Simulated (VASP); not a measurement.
Wanted: the native input for a VASP 6.6.1 run.

```yaml
Task: relaxation of cell and atoms
Functional: PBE
Potentials_or_basis: VASP PAW PBE potentials, release 64 (W_sv)
Cutoff: 520 eV
k_mesh: 18 × 18 × 18
Occupations: gaussian, width 0.1 eV
Spin: no spin polarisation
Further_INCAR_settings: ALGO = Normal; EDIFF = 1e-07; IBRION = 2; EDIFFG = -0.15; NSW = 80; ISIF = 3
```

The structure of W lies in POSCAR:

```
W                                       
1.0
   -1.5929359974      1.5929359974      1.5929359974
    1.5929359974     -1.5929359974      1.5929359974
    1.5929359974      1.5929359974     -1.5929359974
  W             
     1
Direct
     0.0000000000000000    0.0000000000000000    0.0000000000000000
```

These files were run (other wordings do the same):

INCAR

```
SYSTEM = W
PREC = Accurate ; ENCUT = 520
EDIFF = 1E-7 ; ISMEAR = 0
SIGMA = 0.1 ; LREAL = .FALSE.
LASPH = .TRUE. ; NELM = 100
ALGO = Normal ; ISIF = 3
LWAVE = .FALSE. ; LCHARG = .FALSE.
GGA = PE ; IBRION = 2
NSW = 80 ; EDIFFG = -0.15
```

KPOINTS

```
Automatic mesh
0
G
  18 18 18
  0 0 0
```

Potentials or basis: VASP PAW PBE potentials, release 64 (W_sv).

The run is started by

```console
$ cat potpaw_PBE.64/W_sv/POTCAR > POTCAR
$ mpirun -np 1 vasp_std > vasp.out
```

Results of the run:

```
Pressure after relaxing : -0.2 GPa
Band gap on the k mesh  : none (metal or under the smearing width)
```

Caveat: the relaxation stopped at its first step, so nothing moved.

Wall time 84 s on 1 thread of AMD EPYC 7R43 64-Core Processor (Zen 3) (shared host), peak memory 0.14 GiB.
